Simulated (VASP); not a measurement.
These are PBE GGA, VASP's PBE PAW potentials (set 64) (plane waves; VASP) values and carry that method's errors.

VASP ran on this input.

**KPOINTS**
```
Automatic mesh
0
Gamma
1 1 1
0 0 0
```

POSCAR:
```
GeSi62
1
   10.9370747000     0.0000000000     0.0000000000
    0.0000000000    10.9370747000     0.0000000000
    0.0000000000     0.0000000000    10.9370747000
Si Ge
62 1
Direct
  0.4996556253   0.0005118288   0.0006633207
  0.6245165401   0.1272350810   0.1272659794
  0.7490523183   0.2508282147   0.0007840753
  0.8729310404   0.3754361654   0.1269965651
  0.7490944230   0.0008002504   0.2507957516
  0.8725037390   0.1274328316   0.3754827611
  0.9997354073   0.0000599504   0.0002135396
  0.1250313085   0.1257404165   0.1256809755
  0.2503221211   0.2503349622   0.0002002176
  0.3762542098   0.3744797107   0.1271800528
  0.4999844930   0.4997959543   0.0008902232
  0.6252805854   0.6238694243   0.1268369664
  0.7494349715   0.7496899037   0.0001300560
  0.8740975882   0.8748066433   0.1256661754
  0.2502143214   0.0001494239   0.2502671252
  0.3760252118   0.1269021126   0.3746003783
  0.5023640858   0.2537546102   0.2541316519
  0.7464699630   0.4979029355   0.2534254879
  0.8730851372   0.6238001008   0.3745824673
  0.4999618195   0.0006975657   0.4998968726
  0.6251496456   0.1269004785   0.6239189239
  0.7455846748   0.2538923558   0.4976382689
  0.8727892979   0.3745116876   0.6236784282
  0.7495828407   0.0001000679   0.7496134897
  0.8741250971   0.1256348951   0.8748446070
  0.9993672143   0.5002495542   0.0004893190
  0.1248183980   0.6251127105   0.1251494337
  0.2501362483   0.7498386334   0.9995804729
  0.3749407165   0.8750622562   0.1251731765
  0.9991657335   0.2507885215   0.2507728981
  0.1248713542   0.3751352136   0.3751403969
  0.2495473078   0.4999171120   0.2497595446
  0.3756790650   0.6242255810   0.3717417035
  0.4999708854   0.7503015136   0.2498460995
  0.6248174541   0.8750186044   0.3751476528
  0.9992204634   0.0005766236   0.5001381931
  0.1247655894   0.1251534047   0.6250004150
  0.2494340868   0.2497174606   0.4999854322
  0.3755772295   0.3717746390   0.6242287455
  0.6281630665   0.6242694625   0.6241773203
  0.7501706574   0.7502942664   0.4999814512
  0.8747701041   0.8751043218   0.6249589489
  0.2500366185   0.9995844675   0.7498659125
  0.3749411545   0.1251680877   0.8751375646
  0.4999735051   0.2497903121   0.7504046096
  0.6247969995   0.3752101904   0.8749930823
  0.7502066444   0.4999428082   0.7502904766
  0.8747561762   0.6250498867   0.8750848983
  0.9996427868   0.7497508191   0.2503973186
  0.1252027112   0.8748037221   0.3755206563
  0.9990904453   0.4998252646   0.4998822459
  0.1257320905   0.6245127452   0.6246659692
  0.2509830181   0.7488697571   0.4992502137
  0.3753189770   0.8740594056   0.6246502215
  0.9996452746   0.2503551030   0.7496486746
  0.1252054467   0.3756720299   0.8747004233
  0.2511008178   0.4991319481   0.7488826994
  0.3753496063   0.6244779252   0.8742162486
  0.5006747188   0.7487725252   0.7489988821
  0.6243425041   0.8747876587   0.8746750140
  0.0002329765   0.7498486161   0.7498219113
  0.1250369052   0.8748631052   0.8748923464
  0.5136165828   0.4861161723   0.4862430667
```

### INCAR
```
SYSTEM = GeSi62
PREC = Normal
ENCUT = 400
EDIFF = 1E-6
NELM = 100
ALGO = Fast
LREAL = Auto
LASPH = .TRUE.
ISMEAR = 0
SIGMA = 0.05
GGA = PE
LMAXMIX = 4
LWAVE = .TRUE.
LCHARG = .FALSE.
NELMIN = 4
ISYM = 0
NELECT = 253.0
ISPIN = 2
NUPDOWN = 1
MAGMOM = 63*0.0159
LORBIT = 11
LHYPERFINE = .TRUE.
```

POTCAR, in this order: Si Ge (PBE.64 set). Program: vasp_gam. Read from the step before: WAVECAR.

Output of the run:

File OSZICAR:
```
       N       E                     dE             d eps       ncg     rms          rms(c)
DAV:   1    -0.325392271013E+03   -0.32539E+03   -0.97455E-05   808   0.216E-02    0.125E-02
RMM:   2    -0.325392261053E+03    0.99593E-05   -0.36020E-05   688   0.959E-03    0.495E-03
RMM:   3    -0.325392261144E+03   -0.90371E-07   -0.13312E-05   661   0.529E-03    0.357E-03
RMM:   4    -0.325392261365E+03   -0.22150E-06   -0.35618E-06   505   0.281E-03
   1 F= -.32539226E+03 E0= -.32537901E+03  d E =-.264937E-01  mag=     1.0000
```

File OUTCAR:
```
------------------------ aborting loop because EDIFF is reached ----------------------------------------
  FORCE on cell =-STRESS in cart. coord.  units (eV):
  Direction    XX          YY          ZZ          XY          YZ          ZX
  --------------------------------------------------------------------------------------
  Total       11.2953546     11.3069714     11.3050238      1.5716888     -1.5705885      1.1724977
  in kB       13.8326986     13.8469250     13.8445400      1.9247467     -1.9233993      1.4358829
  external PRESSURE =      13.8413879 kB  Pullay stress =       0.0000000 kB
  volume of cell :     1308.29
      direct lattice vectors                 reciprocal lattice vectors
    10.937074700  0.000000000  0.000000000     0.091432127  0.000000000  0.000000000
     0.000000000 10.937074700  0.000000000     0.000000000  0.091432127  0.000000000
     0.000000000  0.000000000 10.937074700     0.000000000  0.000000000  0.091432127
 POSITION                                       TOTAL-FORCE (eV/Angst)
 -----------------------------------------------------------------------------------
      5.46477      0.00560      0.00725         0.013113      0.011810      0.000022
      6.83038      1.39158      1.39192        -0.001781      0.005979      0.000577
      8.19244      2.74333      0.00858         0.017876     -0.018207     -0.013023
      9.54731      4.10617      1.38897        -0.009923     -0.001700      0.006624
      8.19290      0.00875      2.74297         0.018823     -0.009112     -0.014294
      9.54264      1.39374      4.10668         0.000859     -0.004840     -0.013988
     10.93418      0.00066      0.00234        -0.014217      0.010608      0.004934
      1.36748      1.37523      1.37458        -0.001372     -0.006496     -0.002693
      2.73779      2.73793      0.00219        -0.012462      0.001968      0.008859
      4.11512      4.09571      1.39098        -0.008960      0.007107     -0.008846
      5.46837      5.46631      0.00974         0.004999     -0.002473     -0.005536
      6.83874      6.82331      1.38723         0.000250      0.007363      0.003096
      8.19663      8.19941      0.00142         0.005458      0.000107      0.004327
      9.56007      9.56783      1.37442         0.005728      0.007702      0.002161
      2.73661      0.00163      2.73719        -0.001011      0.009566      0.002124
      4.11262      1.38794      4.09703        -0.004525      0.001836      0.006480
      5.49439      2.77533      2.77946        -0.009096     -0.008036     -0.001711
      8.16420      5.44560      2.77173         0.005508      0.001080     -0.006913
      9.54900      6.82255      4.09684        -0.003989      0.014443     -0.001214
      5.46812      0.00763      5.46741        -0.001236     -0.001609      0.002484
      6.83731      1.38792      6.82385         0.004615     -0.002718     -0.002924
      8.15452      2.77684      5.44271         0.006033     -0.007257      0.010730
      9.54576      4.09606      6.82122         0.005446      0.006496      0.001613
      8.19824      0.00109      8.19858        -0.003656      0.013462      0.005591
      9.56037      1.37408      9.56824         0.007542      0.004601      0.007196
     10.93015      5.47127      0.00535        -0.000312     -0.008650      0.007371
      1.36515      6.83690      1.36877        -0.001688     -0.007915      0.003750
      2.73576      8.20104     10.93249        -0.011559      0.002143      0.002618
      4.10075      9.57062      1.36903         0.001349     -0.004244      0.006481
     10.92795      2.74289      2.74272         0.000603     -0.012170     -0.010116
      1.36573      4.10288      4.10294         0.001985     -0.000435     -0.001729
      2.72932      5.46763      2.73164        -0.001217      0.016928     -0.000513
      4.10883      6.82720      4.06577        -0.000083     -0.003999      0.009732
      5.46822      8.20610      2.73259        -0.007877      0.006265     -0.005587
      6.83368      9.57014      4.10302        -0.000992     -0.000789      0.002018
     10.92855      0.00631      5.47005        -0.001116      0.012259     -0.003413
      1.36457      1.36881      6.83568        -0.006078     -0.001203     -0.001715
      2.72808      2.73118      5.46838         0.006944      0.002266      0.008162
      4.10772      4.06613      6.82724         0.017820     -0.001956     -0.009865
      6.87027      6.82768      6.82667        -0.008765     -0.013978     -0.000136
      8.20467      8.20602      5.46833         0.000426      0.005897      0.000696
      9.56743      9.57108      6.83522        -0.004324     -0.004263     -0.004295
      2.73467     10.93253      8.20134        -0.000238      0.002554      0.004071
      4.10076      1.36897      9.57144         0.002486      0.000116     -0.003001
      5.46825      2.73198      8.20723        -0.023828      0.003110      0.004171
      6.83345      4.10370      9.56986        -0.000640     -0.002521      0.003468
      8.20507      5.46791      8.20598        -0.005886      0.018193      0.004740
      9.56727      6.83622      9.57087        -0.007702     -0.001534     -0.000749
     10.93317      8.20008      2.73861         0.005895     -0.003455     -0.002228
      1.36935      9.56779      4.10710        -0.000416     -0.004379      0.001339
     10.92713      5.46663      5.46725         0.003463     -0.003877      0.003865
      1.37514      6.83034      6.83202         0.007917      0.008565     -0.000055
      2.74502      8.19044      5.46034         0.009139     -0.018956     -0.002357
      4.10489      9.55965      6.83185        -0.006080     -0.007614      0.004948
     10.93320      2.73815      8.19896        -0.002803     -0.007960      0.008771
      1.36938      4.10875      9.56666         0.006013     -0.003973     -0.003520
      2.74631      5.45904      8.19059         0.004174      0.002209     -0.010096
      4.10523      6.82996      9.56137        -0.009584      0.005055     -0.007233
      5.47592      8.18938      8.19186         0.003019     -0.009491     -0.018841
      6.82848      9.56762      9.56639        -0.001865     -0.003656      0.000040
      0.00255      8.20115      8.20086         0.010846      0.003887      0.011064
      1.36754      9.56844      9.56876        -0.008147      0.008741      0.004681
      5.61746      5.31669      5.31808         0.005099     -0.012851     -0.002212
 -----------------------------------------------------------------------------------
    total drift:                                0.032007     -0.020442      0.009877
  FREE ENERGIE OF THE ION-ELECTRON SYSTEM (eV)
  ---------------------------------------------------
  free  energy   TOTEN  =      -325.3922613652 eV

  energy  without entropy=     -325.3657677055  energy(sigma->0) =     -325.37901454

 total charge

# of ion       s       p       d       tot
------------------------------------------
    1        0.747   0.935   0.000   1.682
    2        0.740   0.938   0.000   1.678
    3        0.740   0.947   0.000   1.687
    4        0.740   0.939   0.000   1.678
    5        0.740   0.947   0.000   1.687
    6        0.740   0.937   0.000   1.677
    7        0.741   0.940   0.000   1.682
    8        0.738   0.945   0.000   1.684
    9        0.745   0.935   0.000   1.680
   10        0.740   0.939   0.000   1.679
   11        0.742   0.945   0.000   1.687
   12        0.740   0.940   0.000   1.680
   13        0.745   0.936   0.000   1.680
   14        0.738   0.945   0.000   1.684
   15        0.745   0.936   0.000   1.680
   16        0.740   0.940   0.000   1.680
   17        0.788   0.856   0.000   1.644
   18        0.788   0.858   0.000   1.646
   19        0.740   0.940   0.000   1.680
   20        0.742   0.945   0.000   1.687
   21        0.740   0.940   0.000   1.680
...
```
(Selected blocks of OUTCAR.)

The cell is charged, with a uniform compensating background.  The supercell is sampled at Γ alone, which is coarse: total energies, pressure and levels can be off, energies of defects by several tenths of an eV.

The cell is a supercell with a defect, built from Si (diamond): Ge_Si-vac_Si, charge -1.
